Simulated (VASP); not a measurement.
Computed with PBE GGA, VASP's PBE PAW potentials (set 64) (plane waves; VASP).

Input for VASP

### INCAR
```
SYSTEM = AuZn
PREC = Accurate
ENCUT = 400
EDIFF = 1E-7
NELM = 100
ALGO = Normal
LREAL = .FALSE.
LASPH = .TRUE.
ISMEAR = 0
SIGMA = 0.05
GGA = PE
LMAXMIX = 6
LWAVE = .FALSE.
LCHARG = .FALSE.
LORBIT = 11
ICHARG = 11
```

### KPOINTS
```
k-points along high-symmetry lines
15
Line-mode
Reciprocal
  0.000000   0.000000   0.000000 ! GAMMA
  0.000000   0.500000   0.000000 ! X

  0.000000   0.500000   0.000000 ! X
  0.500000   0.500000   0.000000 ! M

  0.500000   0.500000   0.000000 ! M
  0.000000   0.000000   0.000000 ! GAMMA

  0.000000   0.000000   0.000000 ! GAMMA
  0.500000   0.500000   0.500000 ! R

  0.500000   0.500000   0.500000 ! R
  0.000000   0.500000   0.000000 ! X

  0.500000   0.500000   0.500000 ! R
  0.500000   0.500000   0.000000 ! M
```

POSCAR:
```
AuZn
1
    3.1830936767     0.0000000000     0.0000000000
    0.0000000000     3.1830936767     0.0000000000
    0.0000000000     0.0000000000     3.1830936767
Zn Au
1 1
Direct
  0.5000000000   0.5000000000   0.5000000000
  0.0000000000   0.0000000000   0.0000000000
```

POTCAR, in this order: Zn Au (PBE.64 set). Program: vasp_std. Read from the step before: CHGCAR.

The resulting files:

File OUTCAR:
```
 ion  position               nearest neighbor table
   1  0.500  0.500  0.500-   2 2.76   2 2.76   2 2.76   2 2.76   2 2.76   2 2.76   2 2.76   2 2.76
  LATTYP: Found a simple cubic cell.
 ALAT       =     3.1830936767
 Subroutine PRICEL returns:
 Original cell was already a primitive cell.
 Subroutine GETGRP returns: Found 48 space group operations
The static configuration has the point symmetry O_h .
The dynamic configuration has the point symmetry O_h .
 Subroutine INISYM returns: Found 48 space group operations
   k-points           NKPTS =     90   k-points in BZ     NKDIM =     90   number of bands    NBANDS=     15
   number of dos      NEDOS =    301   number of ions     NIONS =      2
   total plane-waves  NPLWV =  13824
   dimension x,y,z NGX =    24 NGY =   24 NGZ =   24
   dimension x,y,z NGXF=    48 NGYF=   48 NGZF=   48
   ions per type =               1   1
   PREC   = accura    normal or accurate (medium, high low for compatibility)
   ISTART =      0    job   : 0-new  1-cont  2-samecut
   ICHARG =     11    charge: 1-file 2-atom 10-const
   ISPIN  =      1    spin polarized calculation?
   LNONCOLLINEAR =      F non collinear calculations
   LSORBIT =      F    spin-orbit coupling
   INIWAV =      1    electr: 0-lowe 1-rand  2-diag
   ENCUT  =  400.0 eV  29.40 Ry    5.42 a.u.   5.19  5.19  5.19*2*pi/ulx,y,z
   NELM   =    100;   NELMIN=  2; NELMDL= -5     # of ELM steps
   EDIFF  = 0.1E-06   stopping-criterion for ELM
   LREAL  =      F    real-space projection
   NLSPLINE    = F    spline interpolate recip. space projectors
   LMAXMIX     =    6 max onsite mixed and CHGCAR
   VOSKOWN=      0    Vosko Wilk Nusair interpolation
   EDIFFG = 0.1E-05   stopping-criterion for IOM
   NSW    =      0    number of steps for IOM
   NBLOCK =      1;   KBLOCK =      1    inner block; outer block
   IBRION =     -1    ionic relax: 0-MD 1-quasi-New 2-CG
   NFREE  =      0    steps in history (QN), initial steepest desc. (CG)
   ISIF   =      2    stress and relaxation
   ISYM   =      2    0-nonsym 1-usesym 2-fastsym
   TEIN   =    0.0    initial temperature
   TEBEG  =    0.0;   TEEND  =   0.0 temperature during run
   SMASS  =  -3.00    Nose mass-parameter (am)
...
```

**OSZICAR**
```
       N       E                     dE             d eps       ncg     rms          rms(c)
DAV:   1     0.112326077569E+03    0.11233E+03   -0.10170E+04  2788   0.165E+03
DAV:   2    -0.169580726872E+00   -0.11250E+03   -0.10687E+03  2805   0.303E+02
DAV:   3    -0.365689515349E+01   -0.34873E+01   -0.34728E+01  3344   0.638E+01
DAV:   4    -0.367742465337E+01   -0.20529E-01   -0.20528E-01  3204   0.429E+00
DAV:   5    -0.367770125226E+01   -0.27660E-03   -0.27660E-03  3351   0.491E-01
DAV:   6    -0.367770802224E+01   -0.67700E-05   -0.67690E-05  3267   0.664E-02
DAV:   7    -0.367770821793E+01   -0.19569E-06   -0.19583E-06  3337   0.123E-02
DAV:   8    -0.367770822281E+01   -0.48749E-08   -0.48957E-08  2508   0.195E-03
   1 F= -.36777082E+01 E0= -.36774455E+01  d E =-.525530E-03
```

### OUTCAR
```
 val. band max:        7.5684770263   @ k =   0.5000   0.5000   0.1786

 cond. band min:       7.6574389025   @ k =   0.5000   0.5000   0.2143



 k-point     1 :       0.0000    0.0000    0.0000
  band No.  band energies     occupation
      1      -3.6227      2.00000
      2      -1.2847      2.00000
      3      -1.2847      2.00000
      4      -0.6704      2.00000
      5      -0.6704      2.00000
      6      -0.6704      2.00000
      7       1.3765      2.00000
      8       1.3765      2.00000
      9       2.9911      2.00000
     10       2.9911      2.00000
     11       2.9911      2.00000
     12      11.6285      0.00000
     13      11.6285      0.00000
     14      11.6285      0.00000
     15      15.1071      0.00000

 k-point     2 :       0.0000    0.0357    0.0000
  band No.  band energies     occupation
      1      -3.6006      2.00000
      2      -1.2805      2.00000
      3      -1.2788      2.00000
      4      -0.6708      2.00000
      5      -0.6708      2.00000
      6      -0.6688      2.00000
      7       1.3735      2.00000
      8       1.3828      2.00000
      9       2.9748      2.00000
     10       2.9748      2.00000
     11       2.9895      2.00000
     12      11.4151      0.00000
     13      11.6697      0.00000
     14      11.6697      0.00000
     15      15.2562      0.00000

 k-point     3 :       0.0000    0.0714    0.0000
  band No.  band energies     occupation
      1      -3.5344      2.00000
      2      -1.2673      2.00000
      3      -1.2605      2.00000
      4      -0.6717      2.00000
      5      -0.6717      2.00000
      6      -0.6637      2.00000
      7       1.3643      2.00000
      8       1.4013      2.00000
      9       2.9272      2.00000
     10       2.9272      2.00000
     11       2.9846      2.00000
     12      10.8805      0.00000
     13      11.7920      0.00000
     14      11.7920      0.00000
     15      15.5873      0.00000

...
```

The density is held fixed in this step, so its total energy and stress have no physical meaning. Unless said otherwise, spin-orbit coupling is left out, though it shifts the bands of the heavy elements here.

The compound is AuZn in the CsCl type structure. It was relaxed first. The electron count is odd and the run is not spin-polarised, which forces a metal.
